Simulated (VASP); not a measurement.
Here is the system:

```
CSi
1.0
    1.54684    -2.67921     0.00000
    1.54684     2.67921     0.00000
    0.00000     0.00000    15.18064
Si C
6 6
Direct
  0.00000   0.00000   0.99985
  0.00000   0.00000   0.49985
  0.66667   0.33333   0.83309
  0.33333   0.66667   0.33309
  0.66667   0.33333   0.16660
  0.33333   0.66667   0.66660
  0.00000   0.00000   0.87448
  0.00000   0.00000   0.37448
  0.66667   0.33333   0.70809
  0.33333   0.66667   0.20809
  0.66667   0.33333   0.04160
  0.33333   0.66667   0.54160
```

Calculation: PBE GGA, VASP's PBE PAW potentials (set 64) (plane waves; VASP). Numerical set-up: 520 eV cut-off, 9×9×2 Γ-centred mesh, tetrahedra with Blöchl corrections, potentials Si C.

The cores are frozen, which limits the accuracy of field gradients.

Task: Give the principal components of the electric field gradient (V/Å²) and the asymmetry η at each nucleus.

Result: 
| atom | Vxx | Vyy | Vzz | η |
|---|---|---|---|---|
| Si1 | 0.2 | 0.2 | -0.4 | - |
| Si2 | 0.2 | 0.2 | -0.4 | - |
| Si3 | -1.3 | -1.3 | 2.5 | 0.00 |
| Si4 | -1.3 | -1.3 | 2.5 | 0.00 |
| Si5 | -1.0 | -1.0 | 2.0 | 0.00 |
| Si6 | -1.0 | -1.0 | 2.0 | 0.00 |
| C7 | -1.0 | -1.0 | 2.1 | 0.00 |
| C8 | -1.0 | -1.0 | 2.1 | 0.00 |
| C9 | -0.1 | -0.1 | 0.2 | - |
| C10 | -0.1 | -0.1 | 0.2 | - |
| C11 | -0.3 | -0.3 | 0.5 | 0.00 |
| C12 | -0.3 | -0.3 | 0.5 | 0.00 |

The compound is SiC in the 6h structure. It was relaxed first.
